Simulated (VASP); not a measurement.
Input of a VASP 6.6.1 run:

Contents of INCAR:

```
PREC = Accurate ; ENCUT = 520
EDIFF = 1E-7 ; ISMEAR = 0
SIGMA = 0.1 ; LREAL = False
LASPH = True ; NELM = 150
ALGO = Normal ; ISIF = 2
LWAVE = False ; LCHARG = False
ISPIN = 2 ; MAGMOM = 3 0
LORBIT = 11 ; LMAXMIX = 4
GGA = PE ; NBANDS = 22
```

Contents of KPOINTS:

```
Automatic mesh
0
Gamma
  6 6 6
```

The input POSCAR:

```
FePb
1.0
    3.3846257580      0.0000000000      0.0000000000
    0.0000000000      3.3846257580      0.0000000000
    0.0000000000      0.0000000000      3.3846257580
Fe Pb
1 1
Direct
    0.0000000000      0.0000000000      0.0000000000
    0.5000000000      0.5000000000      0.5000000000
```

Potentials or basis: VASP PAW PBE potentials, release 64 (Fe, Pb_d).

Command:

```console
$ cat potpaw_PBE.64/Fe/POTCAR potpaw_PBE.64/Pb_d/POTCAR > POTCAR
$ mpirun -np 1 vasp_std > vasp.out
```

(1) Estimate the band gap on the k mesh.

(2) What does it give for the site moments?

(3) Predict the net moment.

(4) Estimate the pressure.

## Answers

(1) none (metal or under the smearing width).

(2) Fe +2.74; Pb -0.03 μB.

(3) 2.70 μB per cell.

(4) 1.6 GPa.
